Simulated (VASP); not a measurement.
Runs of VASP 6.6.1 on CO. The cell holds a molecule in a box, 2 atoms: a = 11.466 Å, b = 11.966 Å, c = 12.466 Å, α = 90.00°, β = 90.00°, γ = 90.00°. 

```tsv
level	potentials or basis	grid for exact exchange (PRECFOCK)	screening parameter	gap on the mesh (eV)	largest force (eV/Å)
optB86b-vdW	VASP PAW PBE potentials, release 64 (C, O)	-	-	6.92	0.13
LDA	VASP PAW LDA potentials, release 64 (C, O)	-	-	6.74	0.98
RPBE	VASP PAW PBE potentials, release 64 (C, O)	-	-	6.98	0.50
r2SCAN+rVV10	VASP PAW PBE potentials, release 64 (C, O)	-	-	7.69	1.01
HSE06+D3(BJ)	VASP PAW PBE potentials, release 64 (C, O)	Fast	0.2 1/A	9.08	1.44
RPBE+D3(BJ)	VASP PAW PBE potentials, release 64 (C, O)	-	-	6.98	0.50
PBEsol	VASP PAW PBE potentials, release 64 (C, O)	-	-	6.87	(a)
rev-vdW-DF2	VASP PAW PBE potentials, release 64 (C, O)	-	-	(b)	0.25
```

Alike in all rows: task single point; no spin polarisation; cell as given; k mesh 1 × 1 × 1; cutoff (eV) 400; smearing gaussian 0.01 eV.

Q: Fill in the values left out.

A: (a) 0.21; (b) 6.91.

Caveats: the standard files for N, O and F lose accuracy on very short bonds; the PAW data sets were made with another functional, which shifts forces and pressure a little (some runs).

Runs at the PBE level aren't shown here.
